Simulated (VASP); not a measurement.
VASP input:

**KPOINTS**
```
Automatic mesh
0
Monkhorst-Pack
2 2 2
0 0 0
```

### INCAR
```
NELM  =  100   # most electronic steps
GGA  =  PE
ALGO  =  Normal   # blocked Davidson
ENCUT  =  520   # plane-wave cut-off (eV)
LREAL  =  .FALSE.   # projection in real space or not
ISMEAR  =  1   # Methfessel-Paxton
LASPH  =  .TRUE.   # aspherical one-centre terms
PREC  =  Accurate
SYSTEM  =  BRu
LWAVE  =  .FALSE.
EDIFF  =  1E-6   # SCF stop (eV)
ISIF  =  2   # forces and stress, cell fixed
SIGMA  =  0.1
LMAXMIX  =  4   # l cut-off of mixed one-centre charges
LCHARG  =  .FALSE.
```

**POSCAR**
```
BRu
1
    0.0000000000     2.2765130000     2.2765130000
    2.2765130000     0.0000000000     2.2765130000
    2.2765130000     2.2765130000     0.0000000000
B Ru
1 1
Direct
  0.0000000000   0.0000000000   0.0000000000
  0.5000000000   0.5000000000   0.5000000000
```

POTCAR, in this order: B Ru_pv (PBE.64 set). Program: vasp_std.

### Question
Write an equivalent input for Ansatz.

### Answer
One equivalent input (not run):
Ansatz 0.2 input:
```yaml
crystal:
  lattice:
    - [0.0000000, 2.2765130, 2.2765130]
    - [2.2765130, 0.0000000, 2.2765130]
    - [2.2765130, 2.2765130, 0.0000000]
  atoms:
    - { symbol: B, position: [0.0000000, 0.0000000, 0.0000000] }
    - { symbol: Ru, position: [0.5000000, 0.5000000, 0.5000000] }
kpoints:
  mp_grid: { grid: [2, 2, 2], shift: [0.5, 0.5, 0.5] }
hamiltonian:
  xc: pbe
  pseudopotentials: { kind: paw }
scf:
  occupations: { method: methfessel_paxton, width: 0.1 }
  max_iter: 100
output: { forces: true, stress: true, eigenvalues: true }
```
Limits of the translation: each code has its own PAW files, so the cut-off isn't converted (ENCUT is set for VASP's; basis.ecutwfc is left out, and Ansatz then takes the one that its files recommend); Ansatz stops its SCF on the density residual and VASP on the energy change (EDIFF); an even Monkhorst-Pack mesh in KPOINTS is shifted by half a step.

The structure was generated: BRu was put into the rocksalt type (Fm-3m), which need not be its known phase. The cell was not relaxed at this level. The k-mesh is coarse (spacing up to 1.20 per Å, 2π included), so the numbers may not be converged in it. The run is one of a series of settings (KPOINTS 2×2×2 Monkhorst-Pack mesh against the base run), some of them coarse on purpose.
